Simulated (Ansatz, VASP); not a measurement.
BaAlAgC6N6 in VASP and in Ansatz

```xyz
15
Lattice="0.0000 5.5614 5.5614 5.5614 0.0000 5.5614 5.5614 5.5614 0.0000" Properties=species:S:1:pos:R:3 pbc="T T T"
Ba    2.7807    2.7807    2.7807
Al    5.5614    5.5614    5.5614
Ag    0.0000    0.0000    0.0000
C     2.4327    5.5614    5.5614
C     5.5614    8.6900    5.5614
C     5.5614    5.5614    8.6900
C     8.6900    5.5614    5.5614
C     5.5614    2.4327    5.5614
C     5.5614    5.5614    2.4327
N     3.6046    5.5614    5.5614
N     5.5614    7.5181    5.5614
N     5.5614    5.5614    7.5181
N     7.5181    5.5614    5.5614
N     5.5614    3.6046    5.5614
N     5.5614    5.5614    3.6046
```

Alike in both runs: functional PBE; k mesh 4 × 4 × 4; occupations gaussian, width 0.02 eV; no spin polarisation.

Ansatz relaxed the structure, and its values are those at the end. VASP's run is a single point on that final structure, the one shown.

|  | VASP | Ansatz |
| --- | --- | --- |
| version | VASP 6.6.1 | Ansatz 0.2.0 |
| potentials or method | VASP PAW PBE potentials, release 64 (Ba_sv, Al, Ag, C, N) | scalar-relativistic, plane waves, PAW |
| plane-wave cutoff (eV) | 520 | 420 |
| valence electrons in the cell | 78 | 86 |

VASP gave:

```
gap on the k mesh at the Fermi level (eV) : 1.61
least direct gap on the mesh (eV)         : 1.64
pressure (GPa)                            : 0.3
rms of the force components (eV/Å)        : 0.205
```

Task: Which values does Ansatz return?

Result: gap on the k mesh at the Fermi level (eV): 1.61; least direct gap on the mesh (eV): 1.64; pressure (GPa): 0.0; rms of the force components (eV/Å): 0.001.

One of these differences is far larger than is usual between the two programs; its cause wasn't traced. The two sets of potentials don't hold the same shells in valence. Ansatz warned: «xc_potential_rough_in_thin_density».

Caveats: the standard files for N, O and F lose accuracy on very short bonds; spin-orbit coupling is left out, which moves the levels of the heavy elements. A k mesh can miss the band edges.
